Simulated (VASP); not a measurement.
Method: PBE GGA with D3 dispersion (zero damping), VASP's PBE PAW potentials (set 64) (plane waves; VASP).

A VASP calculation is set up with these files.

File POSCAR:
```
GaP
1.0
  0.0000000000   2.7353058328   2.7353058328
  2.7353058328   0.0000000000   2.7353058328
  2.7353058328   2.7353058328   0.0000000000
Ga P
1 1
Cartesian
  0.0000000000   0.0000000000   0.0000000000
  1.3676529164   1.3676529164   1.3676529164
```

File KPOINTS:
```
Automatic mesh
0
Gamma
8 8 8
0 0 0
```

### INCAR
```
SYSTEM=GaP
PREC=Accurate; ENCUT=520; LREAL=.FALSE.
LASPH=.TRUE.
EDIFF=1E-7; NELM=100; ALGO=Normal
LMAXMIX=4
ISMEAR=0; SIGMA=0.05
GGA=PE; IVDW=11
ISIF=2
LWAVE=.FALSE.; LCHARG=.FALSE.
```

POTCAR, in this order: Ga_d P (PBE.64 set). Program: vasp_std.

Output

### OUTCAR
```
 ion  position               nearest neighbor table
   1  0.000  0.000  0.000-   2 2.37   2 2.37   2 2.37   2 2.37
   2  0.250  0.250  0.250-   1 2.37   1 2.37   1 2.37   1 2.37
  LATTYP: Found a face centered cubic cell.
 ALAT       =     5.4706116656
 Subroutine PRICEL returns:
 Original cell was already a primitive cell.
 Subroutine GETGRP returns: Found 24 space group operations
The static configuration has the point symmetry T_d .
The dynamic configuration has the point symmetry T_d .
 Subroutine INISYM returns: Found 24 space group operations
 Subroutine IBZKPT returns following result:
 Found     29 irreducible k-points:

 Following reciprocal coordinates:
            Coordinates               Weight
  0.000000  0.000000  0.000000      1.000000
  0.125000  0.000000  0.000000      8.000000
  0.250000  0.000000  0.000000      8.000000
  0.375000  0.000000  0.000000      8.000000
  0.500000  0.000000  0.000000      4.000000
  0.125000  0.125000  0.000000      6.000000
  0.250000  0.125000  0.000000     24.000000
  0.375000  0.125000  0.000000     24.000000
  0.500000  0.125000  0.000000     24.000000
...
```

OSZICAR:
```
       N       E                     dE             d eps       ncg     rms          rms(c)
DAV:   1     0.784112042283E+02    0.78411E+02   -0.94049E+03   762   0.197E+03
DAV:   2    -0.356435546810E+01   -0.81976E+02   -0.79064E+02   829   0.320E+02
DAV:   3    -0.928044637043E+01   -0.57161E+01   -0.56909E+01   934   0.739E+01
DAV:   4    -0.938552084919E+01   -0.10507E+00   -0.10502E+00   912   0.106E+01
DAV:   5    -0.938793322218E+01   -0.24124E-02   -0.24119E-02   940   0.132E+00    0.420E+00
DAV:   6    -0.914700888875E+01    0.24092E+00   -0.46622E-01  1136   0.127E+01    0.276E+00
DAV:   7    -0.912115851731E+01    0.25850E-01   -0.11347E-01   965   0.250E+00    0.112E+00
DAV:   8    -0.912126871992E+01   -0.11020E-03   -0.14540E-02   884   0.181E+00    0.161E-01
DAV:   9    -0.912164048246E+01   -0.37176E-03   -0.16023E-03   976   0.699E-01    0.898E-02
DAV:  10    -0.912170521996E+01   -0.64737E-04   -0.12976E-04  1096   0.125E-01    0.427E-02
DAV:  11    -0.912177894999E+01   -0.73730E-04   -0.10999E-04   824   0.109E-01    0.630E-03
DAV:  12    -0.912177825433E+01    0.69566E-06   -0.44051E-06  1032   0.350E-02    0.276E-03
DAV:  13    -0.912177866454E+01   -0.41022E-06   -0.13500E-06   844   0.115E-02    0.173E-03
DAV:  14    -0.912177860909E+01    0.55453E-07   -0.80267E-08   627   0.377E-03
   1 F= -.95178063E+01 E0= -.95178063E+01  d E =-.941270E-14
```

**OUTCAR**
```
------------------------ aborting loop because EDIFF is reached ----------------------------------------
 Edisp (eV)   -0.39603
  FORCE on cell =-STRESS in cart. coord.  units (eV):
  Direction    XX          YY          ZZ          XY          YZ          ZX
  --------------------------------------------------------------------------------------
  Total      -0.00032    -0.00032    -0.00032    -0.00000     0.00000    -0.00000
  in kB      -0.01246    -0.01246    -0.01246    -0.00000     0.00000    -0.00000
  external pressure =       -0.01 kB  Pullay stress =        0.00 kB
  volume of cell :       40.93
      direct lattice vectors                 reciprocal lattice vectors
     0.000000000  2.735305833  2.735305833    -0.182794916  0.182794916  0.182794916
     2.735305833  0.000000000  2.735305833     0.182794916 -0.182794916  0.182794916
     2.735305833  2.735305833  0.000000000     0.182794916  0.182794916 -0.182794916
  FREE ENERGIE OF THE ION-ELECTRON SYSTEM (eV)
  ---------------------------------------------------
  free  energy   TOTEN  =        -9.5178062914 eV

  energy  without entropy=       -9.5178062914  energy(sigma->0) =       -9.51780629
```
(Selected blocks of OUTCAR.)

**OUTCAR**
```
 val. band max:        4.5404193968   @ k =   0.0000   0.0000   0.0000

 cond. band min:       6.1792449466   @ k =   0.5000   0.0000   0.0000


 Fermi energy:         4.7832609739

 k-point     1 :       0.0000    0.0000    0.0000
  band No.  band energies     occupation
      1      -9.9928      2.00000
      2      -9.9928      2.00000
      3      -9.9928      2.00000
      4      -9.8964      2.00000
      5      -9.8964      2.00000
      6      -7.8688      2.00000
      7       4.5404      2.00000
      8       4.5404      2.00000
      9       4.5404      2.00000
     10       6.2753      0.00000
     11       8.4323      0.00000
     12       8.4323      0.00000
     13       8.4323      0.00000

 k-point     2 :       0.1250    0.0000    0.0000
  band No.  band energies     occupation
      1     -10.0058      2.00000
      2      -9.9883      2.00000
      3      -9.9883      2.00000
      4      -9.8965      2.00000
      5      -9.8965      2.00000
      6      -7.6694      2.00000
      7       2.9139      2.00000
      8       4.3149      2.00000
      9       4.3149      2.00000
     10       6.9296      0.00000
     11       8.7773      0.00000
     12       8.7773      0.00000
     13       8.9876      0.00000

 k-point     3 :       0.2500    0.0000    0.0000
  band No.  band energies     occupation
      1     -10.0345      2.00000
      2      -9.9786      2.00000
      3      -9.9786      2.00000
      4      -9.8952      2.00000
      5      -9.8952      2.00000
      6      -7.1044      2.00000
      7       0.6899      2.00000
      8       3.8887      2.00000
      9       3.8887      2.00000
     10       6.6583      0.00000
     11       9.2806      0.00000
     12       9.2806      0.00000
     13      10.8361      0.00000

 k-point     4 :       0.3750    0.0000    0.0000
  band No.  band energies     occupation
      1     -10.0605      2.00000
      2      -9.9712      2.00000
      3      -9.9712      2.00000
...
```

The compound is GaP in the zinc blende structure. It was relaxed first.
